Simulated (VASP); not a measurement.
# PbSe (relaxed from the zinc blende structure, space group F-43m): computed properties

The numbers are results of PBE GGA, VASP's PBE PAW potentials (set 64) (plane waves; VASP), not measurements.

- space group: F-43m (216)
- cell: a = b = c = 6.897 Å, α = β = γ = 90.00°
- volume per atom: 41.02 Å³/atom
- band gap (over mesh and band path): 0.67 eV
- smallest direct gap (over mesh and band path): 1.17 eV
- band-edge character: indirect, W to X
- density: 5.79 g/cm³

```yaml
crystal:
  lattice:
    - [0.00000, 3.44868, 3.44868]
    - [3.44868, 0.00000, 3.44868]
    - [3.44868, 3.44868, 0.00000]
  atoms:
    - { symbol: Pb, position: [0.00000, 0.00000, 0.00000] }
    - { symbol: Se, position: [0.25000, 0.25000, 0.25000] }
```

Unless said otherwise, spin-orbit coupling is left out, though it shifts the bands of the heavy elements here.

The structure was generated: PbSe was put into the zinc blende type (F-43m), which need not be its known phase. It was relaxed first, which changed the volume by +42 %. Symmetry was kept, so distortions that lower it aren't found.
